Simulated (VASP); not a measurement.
Method: LDA (Ceperley-Alder, Perdew-Zunger), VASP's LDA PAW potentials (set 64) (plane waves; VASP 6.6.1).

Input for VASP

File POSCAR:
```
Os
15.49220
  0.2847586527   0.0000000000   0.0000000000
  0.0000000000   0.3130696738   0.0000000000
  0.0000000000   0.0000000000   1.0000000000
Os
10
direct
  0.7500000000   0.0833330000   0.3227430000
  0.2500000000   0.4166670000   0.3227430000
  0.7500000000   0.5833330000   0.4113750000
  0.2500000000   0.9166670000   0.4113750000
  0.7500000000   0.0833330000   0.5000000000
  0.2500000000   0.4166670000   0.5000000000
  0.7500000000   0.5833330000   0.5886320000
  0.2500000000   0.9166670000   0.5886320000
  0.7500000000   0.0833330000   0.6772570000
  0.2500000000   0.4166670000   0.6772570000
```

INCAR:
```
# general
SYSTEM   =  Os
PREC     =  Accurate
ENCUT    =  180   # plane-wave cut-off (eV)
LREAL    =  .FALSE.   # projection in real space or not
LASPH    =  .TRUE.   # aspherical one-centre terms

# electronic loop
EDIFF    =  1E-6   # SCF stop (eV)
NELM     =  100   # most electronic steps
ALGO     =  Normal   # blocked Davidson
LMAXMIX  =  6   # l cut-off of mixed one-centre charges

# smearing
ISMEAR   =  0   # Gaussian
SIGMA    =  0.1   # width (eV)

# ions
ISIF     =  2   # forces and stress, cell fixed

# output
LWAVE    =  .FALSE.
LCHARG   =  .FALSE.

# other
LDIPOL   =  .TRUE.
IDIPOL   =  3
DIPOL    =  0.5 0.5 0.5
```

### KPOINTS
```
Automatic mesh
0
Gamma
5 5 1
0 0 0
```

POTCAR, in this order: Os (LDA.64 set). Program: vasp_std.

At this cut-off the stress carries a Pulay error, which pulls relaxed volumes low. The cell holds a wide vacuum, so values per volume refer to the whole cell. Unless said otherwise, spin-orbit coupling is left out, though it shifts the bands of the heavy elements here.

**Question.** Estimate the energy per atom (σ→0), largest force, band gap (on the k-mesh).

**Answer.** 
```yaml
energy per atom (σ→0): -11.246 eV/atom
band gap (on the k-mesh): none (metal, semimetal or under 0.01 eV)
largest_force: 2.825 eV/Å
```

File OSZICAR:
```
...
DAV:  20    -0.112478502591E+03   -0.79370E-05   -0.84761E-07   704   0.312E-03    0.761E-04
DAV:  21    -0.112478507894E+03   -0.53031E-05   -0.51085E-07   688   0.216E-03    0.496E-04
DAV:  22    -0.112478510372E+03   -0.24782E-05   -0.19302E-07   616   0.150E-03    0.541E-04
DAV:  23    -0.112478511963E+03   -0.15912E-05   -0.12708E-07   600   0.113E-03    0.229E-04
DAV:  24    -0.112478513311E+03   -0.13476E-05   -0.10311E-07   600   0.990E-04    0.577E-05
DAV:  25    -0.112478514410E+03   -0.10992E-05   -0.83595E-08   600   0.851E-04    0.258E-05
DAV:  26    -0.112478515348E+03   -0.93872E-06   -0.71711E-08   600   0.741E-04
   1 F= -.11247852E+03 E0= -.11245809E+03  d E =-.408560E-01
```

The cell is a sheet with vacuum, built from a database entry that may be metastable or hypothetical.
